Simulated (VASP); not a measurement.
## MoS2: phonons from a supercell

Aim: the phonon dispersion and thermal properties of MoS2. The start is a cell from a database of measured crystal structures.

Method: PBEsol, no spin polarisation; plane waves and PAW (Mo, S), in VASP 6.6.1.

### 1. Starting point

The structure is trigonal, space group R3m (No. 160). The conventional cell has a = 3.160 Å, b = 3.160 Å, c = 18.450 Å, α = 90.00°, β = 90.00°, γ = 120.00°. Mo has 6 S at 2.39 Å nearest. Nearest to S lie 3 Mo at 2.39 Å. S has 3 Mo at 2.39 Å nearest. Farther neighbours and most contacts between anions are not listed.

As a file:

```xyz
3
Lattice="1.5800 0.9122 6.1500 -1.5800 0.9122 6.1500 0.0000 -1.8244 6.1500" Properties=species:S:1:pos:R:3 pbc="T T T"
Mo    0.0000    0.0000    0.0000
S     0.0000    0.0000    7.6936
S     0.0000    0.0000    4.6125
```

### 2. Relax the host

Cell and atoms are relaxed first, so that later runs start from this functional's own cell.

Input file INCAR:

```
SYSTEM = MoS2
PREC = Accurate
ENCUT = 350
EDIFF = 1E-06
NELM = 120
ISMEAR = 0
SIGMA = 0.05
LREAL = .FALSE.
ALGO = Normal
GGA = PS
NBANDS = 15
LASPH = .TRUE.
LORBIT = 11
LWAVE = .FALSE.
LCHARG = .FALSE.
KPAR = 4
IBRION = 2
NSW = 40
ISIF = 3
EDIFFG = -0.02
POTIM = 0.4
```

Input file POSCAR:

```
MoS2
1.0
    1.5800000000      0.9122134253      6.1500000000
   -1.5800000000      0.9122134253      6.1500000000
    0.0000000000     -1.8244268506      6.1500000000
Mo S
1 2
Direct
    0.0000000000      0.0000000000      0.0000000000
    0.4170000000      0.4170000000      0.4170000000
    0.2500000000      0.2500000000      0.2500000000
```

Input file KPOINTS:

```
Automatic mesh
0
Gamma
7 7 7
0 0 0
```

PAW data sets: Mo and S (PBE family, release 64).

On the command line:

```
> mpirun -np 4 vasp_std
```

What it wrote:

```text
[banner, memory and clock lines left out]
running    4 mpi-ranks, on    1 nodes
 distrk:  each k-point on    1 cores,    4 groups
 distr:  one band on    1 cores,    1 groups

 POSCAR found type information on POSCAR MoS
 POSCAR found :  2 types and       3 ions
|                                                                             |
|               ----> ADVICE to this user running VASP <----                  |
|                                                                             |
|     You enforced a specific xc type in the INCAR file but a different       |
|     [... a line on the potential file left out ...]
|     I HOPE YOU KNOW WHAT YOU ARE DOING!                                     |
|                                                                             |

 LDA part: xc-table for (Slater+PW92), standard interpolation
 POSCAR, INCAR and KPOINTS ok, starting setup
 FFT: planning ... GRIDC
 FFT: planning ... GRID_SOFT
 FFT: planning ... GRID
 WAVECAR not read
 entering main loop
       N       E                     dE             d eps       ncg     rms          rms(c)
DAV:   1     0.579130602439E+02    0.57913E+02   -0.63240E+03  1352   0.751E+02
DAV:   2    -0.212267042197E+02   -0.79140E+02   -0.74499E+02  1714   0.182E+02
DAV:   3    -0.248590863222E+02   -0.36324E+01   -0.36120E+01  1649   0.413E+01
DAV:   4    -0.248988683814E+02   -0.39782E-01   -0.39764E-01  1825   0.478E+00
DAV:   5    -0.248996235768E+02   -0.75520E-03   -0.75511E-03  1719   0.631E-01    0.272E+01
DAV:   6    -0.237513873524E+02    0.11482E+01   -0.41469E+00  1558   0.158E+01    0.913E+00
DAV:   7    -0.235316995725E+02    0.21969E+00   -0.16640E+00  1545   0.118E+01    0.736E+00
DAV:   8    -0.233984543516E+02    0.13325E+00   -0.23020E-01  1649   0.424E+00    0.144E+00
DAV:   9    -0.233983977824E+02    0.56569E-04   -0.30250E-02  1670   0.127E+00    0.500E-01
DAV:  10    -0.233973953457E+02    0.10024E-02   -0.51997E-03  1678   0.535E-01    0.916E-02
DAV:  11    -0.233973308830E+02    0.64463E-04   -0.51300E-04  1761   0.201E-01    0.210E-02
DAV:  12    -0.233973391906E+02   -0.83076E-05   -0.29729E-05  1726   0.401E-02    0.175E-02
DAV:  13    -0.233973489374E+02   -0.97468E-05   -0.10915E-05  1698   0.216E-02    0.885E-03
DAV:  14    -0.233973486993E+02    0.23810E-06   -0.70775E-07  1437   0.633E-03
   1 F= -.23397349E+02 E0= -.23397349E+02  d E =-.233973E+02
 curvature:   0.00 expect dE= 0.000E+00 dE for cont linesearch  0.000E+00
 trial: gam= 0.00000 g(F)=  0.632E-02 g(S)=  0.111E-01 ort = 0.000E+00 (trialstep = 0.100E+01)
 search vector abs. value=  0.174E-01
 bond charge predicted
       N       E                     dE             d eps       ncg     rms          rms(c)
DAV:   1    -0.234130547408E+02   -0.15706E-01   -0.66666E-01  1411   0.527E+00    0.106E+00
DAV:   2    -0.234039163518E+02    0.91384E-02   -0.40779E-02  1677   0.154E+00    0.568E-01
DAV:   3    -0.234017026394E+02    0.22137E-02   -0.98077E-03  1761   0.851E-01    0.481E-01
DAV:   4    -0.234005473136E+02    0.11553E-02   -0.33383E-03  1621   0.368E-01    0.156E-01
DAV:   5    -0.234004997526E+02    0.47561E-04   -0.28214E-04  1897   0.124E-01    0.700E-02
DAV:   6    -0.234004990418E+02    0.71078E-06   -0.34381E-05  1572   0.486E-02    0.545E-02
DAV:   7    -0.234004965055E+02    0.25364E-05   -0.14257E-05  1677   0.254E-02    0.729E-03
DAV:   8    -0.234004966426E+02   -0.13715E-06   -0.68563E-07  1318   0.710E-03
   2 F= -.23400497E+02 E0= -.23400497E+02  d E =-.314794E-02
[...]
3 F= -.23402620E+02 E0= -.23402620E+02  d E =-.527142E-02
[...]
4 F= -.23403960E+02 E0= -.23403960E+02  d E =-.133956E-02
[...]
5 F= -.23404192E+02 E0= -.23404192E+02  d E =-.157171E-02
[...]
6 F= -.23404190E+02 E0= -.23404190E+02  d E =-.156998E-02
[...]
7 F= -.23404188E+02 E0= -.23404188E+02  d E =-.156788E-02
 curvature:  -1.03 expect dE=-0.526E-04 dE for cont linesearch -0.157E-05
 ZBRENT: accuracy reached
 trial: gam=-0.01687 g(F)=  0.473E-04 g(S)=  0.403E-05 ort = 0.955E-04 (trialstep = 0.866E+00)
 search vector abs. value=  0.498E-04
 bond charge predicted
       N       E                     dE             d eps       ncg     rms          rms(c)
DAV:   1    -0.234041984246E+02   -0.10073E-04   -0.31421E-03  1320   0.323E-01    0.279E-02
DAV:   2    -0.234042022750E+02   -0.38504E-05   -0.64832E-05  1887   0.602E-02    0.132E-02
DAV:   3    -0.234042015224E+02    0.75263E-06   -0.18357E-06  1269   0.119E-02
   8 F= -.23404202E+02 E0= -.23404202E+02  d E =-.135208E-04
 trial-energy change:   -0.000014  1 .order   -0.000014   -0.000043    0.000015
 step:   0.6394(harm=  0.6394)  dis= 0.00054  next Energy=   -23.404204 (dE=-0.159E-04)
 reached required accuracy - stopping structural energy minimisation
```

Elapsed: 48 s, on 4 MPI ranks of Intel Xeon 6975P-C (Granite Rapids), shared host; peak memory 0.96 GiB.

The logs omit lines about the potential files and the build; timing stands in the text.

OUTCAR, selected parts (step 2):

```text
ion  position               nearest neighbor table
   1  0.000  0.000  0.000-   3 2.39   3 2.39   3 2.39   2 2.39   2 2.39   2 2.39
   2  0.417  0.417  0.417-   1 2.39   1 2.39   1 2.39
   3  0.250  0.250  0.250-   1 2.39   1 2.39   1 2.39

  LATTYP: Found a trigonal (rhomboedric) cell.
 ALAT       =     6.4149071181
 COS(alpha) =     0.8786713335

 Subroutine GETGRP returns: Found  6 space group operations
 (whereof  6 operations were pure point group operations)

The static configuration has the point symmetry C_3v.

 Found     44 irreducible k-points:

   k-points           NKPTS =     44   k-points in BZ     NKDIM =     44   number of bands    NBANDS=     15

   dimension x,y,z NGX =    40 NGY =   40 NGZ =   40
   dimension x,y,z NGXF=    80 NGYF=   80 NGZF=   80

   ENCUT  =  350.0 eV  25.72 Ry    5.07 a.u.   9.79  9.79  9.79*2*pi/ulx,y,z

   NELECT =      18.0000    total number of electrons

 k-points in reciprocal lattice and weights: Automatic mesh
   0.00000000  0.00000000  0.00000000       0.003
   0.14285714 -0.00000000 -0.00000000       0.017
   0.28571429 -0.00000000  0.00000000       0.017
   0.42857143 -0.00000000  0.00000000       0.017
   0.14285714  0.14285714 -0.00000000       0.017
   0.28571429  0.14285714 -0.00000000       0.035
   0.42857143  0.14285714  0.00000000       0.035
  -0.42857143  0.14285714 -0.00000000       0.035
  -0.28571429  0.14285714  0.00000000       0.035
[...]
0.42857143  0.42857143  0.42857143       0.006
  -0.42857143  0.42857143  0.42857143       0.017

 average (electrostatic) potential at core
       1 -37.9229       2 -86.1230       3 -86.1198

 E-fermi :   5.9911

 k-point     1 :       0.0000    0.0000    0.0000
  band No.  band energies     occupation
    ...
      5       2.5348      2.00000
      6       3.6820      2.00000
      7       3.6820      2.00000
      8       4.5532      2.00000
      9       4.5825      2.00000
     10       8.0002      0.00000
     11       8.0002      0.00000
     12       8.3621      0.00000
     13       8.3621      0.00000
     14      11.6180      0.00000
    ...

 k-point     2 :       0.1429   -0.0000   -0.0000
  band No.  band energies     occupation
    ...
      5       2.7187      2.00000
      6       2.8665      2.00000
      7       3.2251      2.00000
      8       4.5039      2.00000
      9       4.7991      2.00000
     10       7.4991      0.00000
     11       7.9521      0.00000
     12       8.0509      0.00000
     13       8.4575      0.00000
     14      12.8273      0.00000
    ...

 k-point     3 :       0.2857   -0.0000    0.0000
  band No.  band energies     occupation
    ...
      5       1.4132      2.00000
      6       2.4551      2.00000
      7       3.6503      2.00000
      8       3.9878      2.00000
      9       4.1500      2.00000
     10       7.1043      0.00000
     11       7.6006      0.00000
     12       8.7398      0.00000
     13       9.0799      0.00000
     14      13.1399      0.00000
    ...

  Total       -0.0092854     -0.0092854      0.0257638      0.0000000      0.0000000      0.0000000
  in kB       -0.2804204     -0.2804204      0.7780755      0.0000000      0.0000000      0.0000000
  external PRESSURE =       0.0724115 kB  Pullay stress =       0.0000000 kB

  energy-cutoff  :      350.00
  volume of cell :       53.05
      direct lattice vectors                 reciprocal lattice vectors
     1.571571463  0.907347207  6.200696741     0.318152888  0.183685656  0.053757400
    -1.571571463  0.907347207  6.200696741    -0.318152888  0.183685656  0.053757400
    -0.000000000 -1.814694414  6.200696741     0.000000000 -0.367371311  0.053757400

 POSITION                                       TOTAL-FORCE (eV/Angst)
 -----------------------------------------------------------------------------------
     -0.00000      0.00000      0.00148        -0.000000      0.000000      0.015098
     -0.00000      0.00000      7.76359         0.000000     -0.000000     -0.012218
     -0.00000      0.00000      4.64252         0.000000     -0.000000     -0.002880
 -----------------------------------------------------------------------------------
    total drift:                                0.000000      0.000000     -0.002156

  FREE ENERGIE OF THE ION-ELECTRON SYSTEM (eV)
  ---------------------------------------------------
  free  energy   TOTEN  =       -23.4042015224 eV

  energy  without entropy=      -23.4042015224  energy(sigma->0) =      -23.40420152

 reached required accuracy - stopping structural energy minimisation

 total charge
# of ion       s       p       d       tot
------------------------------------------
    1        0.426   0.628   4.465   5.518
    2        1.360   2.318   0.000   3.677
    3        1.359   2.319   0.000   3.678
--------------------------------------------------
tot          3.144   5.264   4.465  12.873

[... 3 further parts left out ...]
```

CONTCAR:

```
MoS2
   1.00000000000000
     1.5715714626485358    0.9073472069915706    6.2006967407176514
    -1.5715714626485358    0.9073472069915706    6.2006967407176514
    -0.0000000000000000   -1.8146944139831411    6.2006967407176514
  Mo              S
     1     2
Direct
     0.0000797177454397    0.0000797177454397    0.0000797177454397
     0.4173506279710557    0.4173506279710557    0.4173506279710557
     0.2495696542835061    0.2495696542835061    0.2495696542835061
```

This run has no spin polarisation, so a moment on Mo, if there is one, isn't seen. The gap is read on the k-mesh alone, so it is an upper bound where the band edges lie off the mesh. The PAW data sets were made with PBE, which is usual practice but a small mismatch for other functionals. The data set Mo keeps the semicore shell frozen, which is cheaper and a little less accurate. The run keeps the 6 symmetry operations of its start, so it cannot find a distortion of lower symmetry.

Relaxation path:

| step | energy less that of the first step (eV) | largest force (eV/Å) | pressure (GPa) | volume (Å³) |
| --- | --- | --- | --- | --- |
| 1 | 0.0000 | 0.3197 | 0.52 | 53.18 |
| 2 | -0.0031 | 0.2689 | -1.81 | 53.54 |
| 3 | -0.0053 | 0.0453 | -0.94 | 53.40 |
| 4 | -0.0066 | 0.0335 | 0.37 | 52.90 |
| 5 | -0.0068 | 0.0278 | 0.02 | 53.03 |
| 6 | -0.0068 | 0.0275 | 0.01 | 53.04 |
| 7 | -0.0068 | 0.0272 | -0.01 | 53.05 |
| 8 | -0.0069 | 0.0151 | 0.01 | 53.05 |

| conventional cell, symmetrised | before | after | change |
| --- | --- | --- | --- |
| a (Å) | 3.160 | 3.143 | -0.5 % |
| b (Å) | 3.160 | 3.143 | -0.5 % |
| c (Å) | 18.450 | 18.602 | +0.8 % |
| volume (Å³/atom) | 17.73 | 17.68 | -0.2 % |

The relaxed structure:

```xyz
3
Lattice="1.5716 0.9073 6.2007 -1.5716 0.9073 6.2007 0.0000 -1.8147 6.2007" Properties=species:S:1:pos:R:3 pbc="T T T"
Mo    0.0000    0.0000    0.0015
S     0.0000    0.0000    7.7636
S     0.0000    0.0000    4.6425
```

Numbers from this step:

```
electronic cycles                               : 50
electrons                                       : 18
free energy (TOTEN)                             : -23.40 eV
Fermi energy                                    : 5.991 eV
pressure                                        : 0.007241 GPa
labelled metallic, from the levels on this mesh : no
gap on the k-mesh                               : 1.104 eV
least direct gap on the k-mesh                  : 2.174 eV
```

The run ended after 8 ionic steps, 0.007 eV below its first step, once forces and stress met EDIFFG = -0.02.

(Part 1 of 4 ends here.)

[Lines on the potential files, build, host, timing and source positions are cut from VASP's logs without a mark.]

[Logs are printed without paths, hosts, clocks, repeated set-up lines and the standing remarks that a program may print on its own settings, such as how far it seeks lower states.]

[Hosts, paths, dates, database ids (printed as entryN), source tags and the programs' standing remarks are cut or masked in the printed files.]

[Runs that stopped without an error message from VASP are left out.]
